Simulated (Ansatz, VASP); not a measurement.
# SrCl2 in two plane-wave programs

Aim: how closely do two programs agree when they are given the same cell, functional and k mesh? The cell is taken from a series of runs on this material, whose earlier steps may have relaxed, scaled, displaced or heated it; both programs get it as it stands.

Method: plane waves, with VASP 6.6.1 beside it; relaxation of cell and atoms at RPBE, in Ansatz 0.2.0.

### Step 1. The starting structure

The structure is cubic, space group Fm-3m (No. 225). Conventional cell: a = 7.179 Å, b = 7.179 Å, c = 7.179 Å, α = 90.00°, β = 90.00°, γ = 90.00°. Nearest to Sr lie 8 Cl at 3.11 Å. Nearest to Cl lie 4 Sr at 3.11 Å. Farther neighbours and most contacts between anions are not listed.

### Step 2. Ansatz: relaxation of cell and atoms, RPBE

Ansatz runs on its default PAW (the set named soft_2) files.

The relaxed volume is the usual yardstick between codes: in a stiff, nearly cubic crystal its relative difference is about their pressure difference at one cell divided by the bulk modulus.

Contents of input.yaml:

```yaml
crystal:
  lattice:
    - [0.0, 3.5896033261, 3.5896033261]
    - [3.5896033261, 0.0, 3.5896033261]
    - [3.5896033261, 3.5896033261, 0.0]
  atoms:
    - { symbol: Sr, position: [0.0, 0.0, 0.0] }
    - { symbol: Cl, position: [0.25, 0.25, 0.25] }
    - { symbol: Cl, position: [0.75, 0.75, 0.75] }
kpoints:
  mp_grid: { grid: [6, 6, 6] }
hamiltonian:
  xc: rpbe
scf:
  occupations: { method: gaussian, width: 0.02 }
output:
  forces: true
  stress: true
  eigenvalues: true
  write_density: true
  write_potential: true
  elf: true
  volumetric_format: npy
relax:
  adjacent_minimum: "off"
  f_tol: 0.005
  max_steps: 80
  cell: { stress_tol: 0.05 }
```

The run is started by

```sh
$ ansatz run input.yaml --threads 4 --pin off --max-ram 16384MiB --backend cpu --events-out ev --progress --plain --runs-dir out
```

Numbers of over 12 decimals in the logs are rounded to 6 here.

Output:

```text
Engine: ansatz 0.2.0, aarch64-unknown-linux-gnu
Pseudopotentials: kind: paw
Pseudopotential: Sr, paw, valence charge 10, recommended cutoff 420 eV (normal), Sr.paw.azcp
Pseudopotential: Cl, paw, valence charge 7, recommended cutoff 420 eV (normal), Cl.paw.azcp
Functional definition: RPBE
  parameter kappa = 0.804
  parameter beta = 0.066725
  exchange = rpbe_x(kappa = kappa, mu = beta*pi^2/3)
  correlation = pbe_c(beta = beta)
Crystal: 3 atoms, lattice volume = 92.506 Å³
Basis set: ecut = 420 eV, 1807 PW (Γ), exchange–correlation on 72×72×72 points (8 copies of the dense FFT grid, shifted against one another)
Bands: 16, of which v1, the nominal top of the filled ones, is band 12 counted from 1 (11 counted from 0)
Symmetry: 48 space group operations
Space group: Fm-3m (ITA 225), of the structure as read, at distance tolerance 4.5e-5 Å
k-points: 16 of 216
Non-local potential: Sr, projectors of the file, l = 0: 3, l = 1: 2, l = 2: 2
Non-local potential: Cl, projectors of the file, l = 0: 2, l = 1: 2, l = 2: 2
PAW form: soft (Blöchl's): semilocal exchange-correlation on the pseudo side does not see the compensation charge
PAW frozen core: Sr, regenerated for the run's functional, and the local potential with it (the file was generated under x = pbe(κ = 0.804, μ = 0.219515), c = pbe(β = 0.066725))
PAW frozen core: Cl, regenerated for the run's functional, and the local potential with it (the file was generated under x = pbe(κ = 0.804, μ = 0.219515), c = pbe(β = 0.066725))
PAW one-centre angular grid: Sr, 110 points (default); XC on 64 Gauss nodes
PAW one-centre angular grid: Cl, 110 points (default); XC on 64 Gauss nodes
Initial density: superposition of atomic densities (neutral atoms: chi_scale 0, normalization atom), corrected by the library's trained network
Initial wavefunctions: pseudopotential atomic-orbital guess
Functional: x = rpbe, c = pbe(β = 0.066725)
SCF iter   1: F=—  HF=-5724.988989 eV  |F-HF|=—  |Δ(HF+E_count)|=         —  Δρ=2.52e-3  dr2=6.49e-3  ethr=1.77e-3  ⟨swp⟩=9.6  Hψ=1862  notcnv=0
preconditioner: auto → none  [insulator: Δε(μ)=5.362 eV  Ē_g=14.048 eV  σ=0.020 eV  W_gap=1.00  n_scr=14 (ndim 8)  ℏωp=18.1 eV  f_vac=0.103  D(μ)=0.00/eV (n_scr^D=0)  ε∞_Penn≈2.7]
SCF iter   2: F=—  HF=-5724.989452 eV  |F-HF|=—  |Δ(HF+E_count)|=   4.63e-4  Δρ=1.23e-3  dr2=7.66e-4  ethr=2.71e-5  ⟨swp⟩=3.2  Hψ=636  notcnv=0
SCF iter   3: F=—  HF=-5724.989613 eV  |F-HF|=—  |Δ(HF+E_count)|=   1.61e-4  Δρ=3.66e-4  dr2=9.50e-5  ethr=3.19e-6  ⟨swp⟩=3.0  Hψ=398  notcnv=0
SCF iter   4: F=—  HF=-5724.989678 eV  |F-HF|=—  |Δ(HF+E_count)|=   6.55e-5  Δρ=3.08e-5  dr2=3.50e-7  ethr=3.96e-7  ⟨swp⟩=2.1  Hψ=359  notcnv=0
iter 5 did not close the SCF: its close was put off for the readings that it lacked (scf_convergence_deferred on its scf_iter line)
SCF iter   5: F=-5724.989679 eV  HF=-5724.989679 eV  |F-HF|=4.36e-8  |Δ(HF+E_count)|=   9.50e-7  Δρ=7.38e-6  dr2=1.97e-8  ethr=1.46e-9  ⟨swp⟩=2.1  Hψ=452  notcnv=0
SCF iter   6: F=-5724.989679 eV  HF=-5724.989679 eV  |F-HF|=4.83e-10  |Δ(HF+E_count)|=   5.26e-8  Δρ=1.71e-6  dr2=2.25e-9  ethr=8.20e-11  ⟨swp⟩=8.2  Hψ=2030  notcnv=0
SCF 1 converged in 6 iterations: F = -5724.989679 eV  dr2 = 2.25e-9
  greatest PAW one-centre occupation: 0.986 electrons in one spin orbital (limit 2), on the Sr atom at site 0 (counted from 0), in its partial waves of l = 0
relax step   1: F+E_penalty+E_count = -5724.98967928 eV  Δ(F+E_penalty+E_count) = +0.000e0 eV  max|allowed force component| = 5.782e-19 eV/Å  Δτ_max = 0.0000 Å  P = +0.034 GPa  Ω = 92.506 Å³  (6 SCF iters, dr2 threshold 1.00e-7 eV, accepted)
Initial density: handed on by an earlier stage of this run
Initial wavefunctions: pseudopotential atomic-orbital guess (no wavefunctions were taken with the density)
iter 1 solved again at ethr=1.20e-7 eV; its pass at ethr=3.10e-3 eV (dr2=2.87e-5 eV) is discarded
SCF iter   1: F=—  HF=-5724.989639 eV  |F-HF|=—  |Δ(HF+E_count)|=         —  Δρ=2.12e-6  dr2=2.72e-9  ethr=1.20e-7  ⟨swp⟩=4.2  Hψ=2768  notcnv=0
eigensolver tolerance schedule: the retry pair's looser diagonalisation over-reported the residual by 10565.42 of it (diagonalisation noise at 0.69 of the residual, at the tolerance the schedule requests for it); recorded, not acted on — ethr = c·dr2/N_el stays at c = 1.0e-1
preconditioner: auto → none  [insulator: Δε(μ)=5.337 eV  Ē_g=14.023 eV  σ=0.020 eV  W_gap=1.00  n_scr=14 (ndim 8)  ℏωp=18.1 eV  f_vac=0.109  D(μ)=0.00/eV (n_scr^D=0)  ε∞_Penn≈2.7]
SCF iter   2: F=—  HF=-5724.989679 eV  |F-HF|=—  |Δ(HF+E_count)|=   4.06e-5  Δρ=1.18e-6  dr2=1.80e-9  ethr=1.13e-11  ⟨swp⟩=4.3  Hψ=791  notcnv=0
SCF iter   3: F=—  HF=-5724.989679 eV  |F-HF|=—  |Δ(HF+E_count)|=  6.53e-10  Δρ=6.72e-7  dr2=3.09e-10  ethr=7.50e-12  ⟨swp⟩=2.2  Hψ=389  notcnv=0
SCF iter   4: F=-5724.989679 eV  HF=-5724.989679 eV  |F-HF|=6.64e-11  |Δ(HF+E_count)|=  8.72e-10  Δρ=1.83e-7  dr2=2.15e-11  ethr=1.00e-12  ⟨swp⟩=5.1  Hψ=1509  notcnv=0
SCF 2 converged in 4 iterations: F = -5724.989679 eV  dr2 = 2.15e-11
relax step   2: F+E_penalty+E_count = -5724.98967928 eV  Δ(F+E_penalty+E_count) = -7.904e-10 eV  max|allowed force component| = 4.819e-19 eV/Å  Δτ_max = 0.0000 Å  P = +0.034 GPa  Ω = 92.506 Å³  stress off target by 3.44e-2 GPa  SCF on the basis re-selected at this cell (its energy is not comparable with the rows above)  (4 SCF iters)
basis re-selected at this cell: Δ(F+E_penalty+E_count) = -7.904e-10 eV, ΔP = +0.000 GPa vs the last step (what re-selecting the basis moved, of the pressure what is left beyond the Pulay correction that the steps carried, after the strain that the cell walked since its last selection, with what the two solves' SCF thresholds leave and, on support functions, any second-order correction that the steps lacked; it is no  [...]
SCF converged after 4 iterations
Free energy (F): -5724.989679 eV
Harris-Foulkes:  -5724.989679 eV  (|F-HF|=6.64e-11)
Internal energy: -5724.989679 eV  (E = F + TS)
E sigma→0 (E₀):  -5724.989679 eV
Fermi energy:    5.112305 eV
--- Per-component energies (eV) ---
  E_band       = -162.600859
  E_kinetic    = 566.913129
  E_local      = -1233.280207  (includes V_loc(G=0)·N_el)
  E_nonlocal   = 256.327286
  E_hartree    = 343.866312
  E_xc         = -389.929426
  E_vxc        = -407.504829  (∫ρ·V_xc dr)
  E_paw        = -4026.039270  (= ΣΔE_a)
  E_vpaw       = -32.788977  (= ΣTr[D̂ρ^β])
  E_aug_tail   = 0.000172  (compensation charges beyond the density's cutoff)
  E_ewald      = -1242.696943
  E_core_change = -0.150732  (= ΣΔE_core)
  E_smearing   = -0.000000  (= −TS)
  E_closure    = -0.000000  (closes the sum)
  Σ components = -5724.989679   (vs F -5724.989679, Δ=0.00e0)
--- Forces (eV/Å), atoms counted from 1 ---
  atom   1  Sr     0.00000000    -0.00000000    -0.00000000
  atom   2  Cl     0.00000000     0.00000000     0.00000000
  atom   3  Cl     0.00000000     0.00000000     0.00000000
  max |Σ_I F_I| component: 1.45e-18 eV/Å
--- Stress (GPa, compression-positive) ---
        0.034359      -0.000000       0.000000
        0.000000       0.034359       0.000000
        0.000000       0.000000       0.034359
  P = ⅓ Tr σ = 0.0344 GPa (0.344 kbar)
--- Band table (eV; the first three rows and the last of 16) ---
  k-point 0: bands = [... 8 lower, 0.6397, 2.1484, 2.1484, 2.1484, 7.7806, 8.7119, 8.7119, 11.3164]
  k-point 1: bands = [... 8 lower, 0.7870, 1.8876, 2.0255, 2.0255, 8.3228, 8.8772, 8.8772, 10.4057]
  k-point 2: bands = [... 8 lower, 1.0682, 1.4481, 1.7423, 1.7423, 9.1439, 9.1439, 9.2701, 10.2420]
  k-point 15: bands = [... 8 lower, 1.0874, 1.7381, 2.1656, 2.3857, 8.5988, 9.4493, 9.6860, 9.7535]
--- Relaxed structure (1 steps of the walk, 1 accepted, 1 SCFs on fresh bases) ---
  F+E_penalty+E_count = -5724.98967928 eV   max|allowed force component| = 4.819e-19 eV/Å   (the final SCF, on the basis selected at the relaxed cell)
  cell:  # Å, volume = 92.5059 Å³
    - [0.0, 3.5896033261, 3.5896033261]
    - [3.5896033261, 0.0, 3.5896033261]
    - [3.5896033261, 3.5896033261, 0.0]
  atoms:
    - { symbol: Sr, position: [0.0, 0.0, 0.0] }
    - { symbol: Cl, position: [0.250000, 0.250000, 0.250000] }
    - { symbol: Cl, position: [0.750000, 0.750000, 0.750000] }
```

### Step 3. VASP: relaxation of cell and atoms, RPBE

The same cell, functional, mesh and smearing now go to VASP, with its own data sets.

Lines of VASP's logs that name or quote its potential files are left out, and so is its time.

Contents of INCAR:

```
SYSTEM = SrCl2
PREC = Accurate
ENCUT = 500
EDIFF = 1E-07
NELM = 120
ISMEAR = 0
SIGMA = 0.02
LREAL = .FALSE.
ALGO = Normal
GGA = RP
NBANDS = 18
LORBIT = 11
LWAVE = .FALSE.
LCHARG = .FALSE.
ISIF = 3
IBRION = 2
NSW = 80
EDIFFG = -0.005
LASPH = .TRUE.
GGA_COMPAT = .FALSE.
NELMIN = 4
EFERMI = MIDGAP
KPAR = 2
```

Contents of POSCAR:

```
SrCl2
1.0
    0.0000000000      3.5896030000      3.5896030000
    3.5896030000      0.0000000000      3.5896030000
    3.5896030000      3.5896030000      0.0000000000
Sr Cl
1 2
Direct
    0.0000000000      0.0000000000      0.0000000000
    0.2500000696      0.2500000696      0.2500000696
    0.7500000696      0.7500000696      0.7500000696
```

Contents of KPOINTS:

```
Automatic mesh
0
Gamma
6 6 6
0 0 0
```

Potentials, in the order of the species: Sr_sv and Cl (PBE family, release 64).

The run is started by

```sh
$ mpirun -np 2 vasp_std
```

Output:

```text
[banner, memory and clock lines left out]
running    2 mpi-ranks, on    1 nodes
 distrk:  each k-point on    1 cores,    2 groups
 distr:  one band on    1 cores,    1 groups

 POSCAR found type information on POSCAR SrCl
 POSCAR found :  2 types and       3 ions
|                                                                             |
|               ----> ADVICE to this user running VASP <----                  |
|                                                                             |
|     You enforced a specific xc type in the INCAR file but a different       |
|     [... a line on the potential file left out ...]
|     I HOPE YOU KNOW WHAT YOU ARE DOING!                                     |
|                                                                             |

 LDA part: xc-table for (Slater+PW92), standard interpolation
 POSCAR, INCAR and KPOINTS ok, starting setup
 FFT: planning ... GRIDC
 FFT: planning ... GRID_SOFT
 FFT: planning ... GRID
 WAVECAR not read
 entering main loop
       N       E                     dE             d eps       ncg     rms          rms(c)
DAV:   1     0.145884588553E+03    0.14588E+03   -0.11069E+04   576   0.115E+03
DAV:   2    -0.251446505294E+01   -0.14840E+03   -0.14548E+03   774   0.221E+02
DAV:   3    -0.120614883552E+02   -0.95470E+01   -0.95254E+01   728   0.583E+01
DAV:   4    -0.124108905729E+02   -0.34940E+00   -0.34908E+00  1010   0.941E+00
DAV:   5    -0.124132062630E+02   -0.23157E-02   -0.23151E-02   804   0.718E-01    0.103E+01
DAV:   6    -0.120873260465E+02    0.32588E+00   -0.77958E-01   732   0.493E+00    0.679E+00
DAV:   7    -0.121235365933E+02   -0.36211E-01   -0.42930E-01   824   0.406E+00    0.230E+00
DAV:   8    -0.121480473214E+02   -0.24511E-01   -0.62364E-02   736   0.155E+00    0.374E-01
DAV:   9    -0.121505633831E+02   -0.25161E-02   -0.29237E-03   806   0.318E-01    0.142E-01
DAV:  10    -0.121528022246E+02   -0.22388E-02   -0.22989E-03   638   0.330E-01    0.408E-02
DAV:  11    -0.121528667443E+02   -0.64520E-04   -0.88707E-05   856   0.620E-02    0.448E-02
DAV:  12    -0.121528769474E+02   -0.10203E-04   -0.14839E-05   654   0.261E-02    0.125E-02
DAV:  13    -0.121528801259E+02   -0.31784E-05   -0.10112E-05   644   0.233E-02    0.482E-03
DAV:  14    -0.121528800725E+02    0.53375E-07   -0.59069E-07   712   0.591E-03
   1 F= -.12152880E+02 E0= -.12152880E+02  d E =-.121529E+02
 curvature:   0.00 expect dE= 0.000E+00 dE for cont linesearch  0.000E+00
 trial: gam= 0.00000 g(F)=  0.147E-40 g(S)=  0.612E-04 ort = 0.000E+00 (trialstep = 0.100E+01)
 search vector abs. value=  0.612E-04
 bond charge predicted
       N       E                     dE             d eps       ncg     rms          rms(c)
DAV:   1    -0.121533309473E+02   -0.45082E-03   -0.93629E-03   734   0.624E-01    0.140E-01
DAV:   2    -0.121530024244E+02    0.32852E-03   -0.84032E-04   718   0.163E-01    0.506E-02
DAV:   3    -0.121529255540E+02    0.76870E-04   -0.22382E-04  1046   0.815E-02    0.323E-02
DAV:   4    -0.121529216449E+02    0.39091E-05   -0.11860E-05  1068   0.183E-02    0.206E-02
DAV:   5    -0.121529189352E+02    0.27097E-05   -0.10479E-05  1072   0.156E-02    0.554E-03
DAV:   6    -0.121529183149E+02    0.62028E-06   -0.47205E-07   784   0.477E-03    0.108E-03
DAV:   7    -0.121529181766E+02    0.13826E-06   -0.66004E-08   502   0.133E-03    0.334E-04
DAV:   8    -0.121529181246E+02    0.52071E-07   -0.51546E-09   372   0.458E-04
   2 F= -.12152918E+02 E0= -.12152918E+02  d E =-.380521E-04
 trial-energy change:   -0.000038  1 .order   -0.000038   -0.000061   -0.000014
 step:   1.2707(harm=  1.2932)  dis= 0.00000  next Energy=   -12.152920 (dE=-0.399E-04)
 reached required accuracy - stopping structural energy minimisation
```

OUTCAR, selected parts (step 3):

```text
ion  position               nearest neighbor table
   1  0.000  0.000  0.000-   3 3.11   2 3.11   2 3.11   2 3.11   3 3.11   3 3.11   3 3.11   2 3.11

  LATTYP: Found a face centered cubic cell.
 ALAT       =     7.1792060000

 Subroutine GETGRP returns: Found 48 space group operations
 (whereof 48 operations were pure point group operations)

The static configuration has the point symmetry O_h .

 Found     16 irreducible k-points:

   k-points           NKPTS =     16   k-points in BZ     NKDIM =     16   number of bands    NBANDS=     18

   dimension x,y,z NGX =    40 NGY =   40 NGZ =   40
   dimension x,y,z NGXF=    80 NGYF=   80 NGZF=   80

   ENCUT  =  500.0 eV  36.75 Ry    6.06 a.u.   9.26  9.26  9.26*2*pi/ulx,y,z

   NELECT =      24.0000    total number of electrons

 k-points in reciprocal lattice and weights: Automatic mesh
   0.00000000  0.00000000  0.00000000       0.005
   0.16666667  0.00000000  0.00000000       0.037
   0.33333333  0.00000000  0.00000000       0.037
   0.50000000  0.00000000  0.00000000       0.019
   0.16666667  0.16666667  0.00000000       0.028
   0.33333333  0.16666667  0.00000000       0.111
   0.50000000  0.16666667  0.00000000       0.111
  -0.33333333  0.16666667  0.00000000       0.111
  -0.16666667  0.16666667  0.00000000       0.056
[...]
-0.33333333  0.33333333  0.16666667       0.111
  -0.33333333  0.50000000  0.16666667       0.056

 average (electrostatic) potential at core
       1 -39.6880       2 -93.4438       3 -93.4438

 E-fermi :   2.3940

 k-point     1 :       0.0000    0.0000    0.0000
  band No.  band energies     occupation
    ...
      8      -2.0760      2.00000
      9      -2.0760      2.00000
     10      -0.5684      2.00000
     11      -0.5684      2.00000
     12      -0.5684      2.00000
     13       5.0596      0.00000
     14       5.9864      0.00000
     15       5.9864      0.00000
     16       8.5702      0.00000
     17       8.5702      0.00000
    ...

 k-point     2 :       0.1667    0.0000    0.0000
  band No.  band energies     occupation
    ...
      8      -1.9895      2.00000
      9      -1.9285      2.00000
     10      -0.8289      2.00000
     11      -0.6915      2.00000
     12      -0.6915      2.00000
     13       5.6005      0.00000
     14       6.1502      0.00000
     15       6.1502      0.00000
     16       7.6928      0.00000
     17       8.2328      0.00000
    ...

 k-point     3 :       0.3333    0.0000    0.0000
  band No.  band energies     occupation
    ...
      8      -1.7670      2.00000
      9      -1.6472      2.00000
     10      -1.2677      2.00000
     11      -0.9746      2.00000
     12      -0.9746      2.00000
     13       6.4129      0.00000
     14       6.4129      0.00000
     15       6.5448      0.00000
     16       7.5231      0.00000
     17       8.0208      0.00000
    ...

  Total        0.0080757      0.0080757      0.0080757     -0.0000000     -0.0000000     -0.0000000
  in kB        0.1396295      0.1396295      0.1396295     -0.0000000     -0.0000000     -0.0000000
  external PRESSURE =       0.1396295 kB  Pullay stress =       0.0000000 kB

  energy-cutoff  :      500.00
  volume of cell :       92.66
      direct lattice vectors                 reciprocal lattice vectors
    -0.000000000  3.591658907  3.591658907    -0.139211438  0.139211438  0.139211438
     3.591658907 -0.000000000  3.591658907     0.139211438 -0.139211438  0.139211438
     3.591658907  3.591658907  0.000000000     0.139211438  0.139211438 -0.139211438

 POSITION                                       TOTAL-FORCE (eV/Angst)
 -----------------------------------------------------------------------------------
      7.18332      3.59166      3.59166         0.000000     -0.000000     -0.000000
      1.79583      1.79583      1.79583        -0.000000     -0.000000     -0.000000
      5.38749      5.38749      5.38749         0.000000      0.000000      0.000000
 -----------------------------------------------------------------------------------
    total drift:                               -0.000978     -0.000978     -0.000978

  FREE ENERGIE OF THE ION-ELECTRON SYSTEM (eV)
  ---------------------------------------------------
  free  energy   TOTEN  =       -12.1529181246 eV

  energy  without entropy=      -12.1529181246  energy(sigma->0) =      -12.15291812

 reached required accuracy - stopping structural energy minimisation

 total charge
# of ion       s       p       d       tot
------------------------------------------
    1        1.994   5.798   0.123   7.915
    2        1.596   3.596   0.000   5.192
    3        1.596   3.596   0.000   5.192
--------------------------------------------------
tot          5.186  12.991   0.123  18.300

[... 3 further parts left out ...]
```

### Step 4. Comparison

Known differences besides the potentials themselves: the cutoff is 420 eV in Ansatz and 500 eV in VASP; Ansatz makes its cores anew for this functional, VASP keeps those of its PBE data sets; Ansatz adds a Pulay correction to the stress that steers its cell, VASP none. Total energies have different zeros and are not compared.

Compared:

```
                                         quantity  Ansatz   VASP  difference
                                      volume (Å³)   92.51  92.66     -0.17 %
edge a after relaxation, in the typed setting (Å)   5.077  5.079     -0.06 %
```

### Step 5. Outcome

- difference in volume (relaxation of cell and atoms, RPBE): -0.17 %

What this shows: The difference in volume is -0.17 % (relaxation of cell and atoms, RPBE), within the 1.2 % picked in this series as the mark of a large difference, as far as the stopping tolerances let one tell. 1 further run of this series is not shown here. Such differences can come from data sets, numerical settings and the points named under the comparisons, not from the functional's error against experiment.

[Lines on the potential files, build, host, timing and source positions are cut from VASP's logs without a mark.]

[Logs are printed without paths, hosts, clocks, repeated set-up lines and the standing remarks that a program may print on its own settings, such as how far it seeks lower states.]

[Hosts, paths, dates, database ids (printed as entryN), source tags and the programs' standing remarks are cut or masked in the printed files.]
